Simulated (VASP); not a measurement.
Here is the system:

```yaml
crystal:
  lattice:
    - [0.00000, 2.24819, 2.24819]
    - [2.24819, 0.00000, 2.24819]
    - [2.24819, 2.24819, 0.00000]
  atoms:
    - { symbol: Nb, position: [0.00000, 0.00000, 0.00000] }
    - { symbol: C, position: [0.50000, 0.50000, 0.50000] }
```

The numbers are results of revPBE GGA, VASP's PBE PAW potentials (set 64) (plane waves; VASP), not measurements. Settings: 520 eV cut-off, Gaussian smearing of 0.050 eV, potentials Nb_sv C.

Question: What does the run give for the band gap (along the path) with the smallest direct gap where there is one?

Answer: 
| Quantity | Value |
|---|---|
| band gap (along the path) | none (metal, semimetal or under 0.01 eV) |

The compound is NbC in the rock salt structure. It was relaxed first. The electron count is odd and the run is not spin-polarised, which forces a metal.
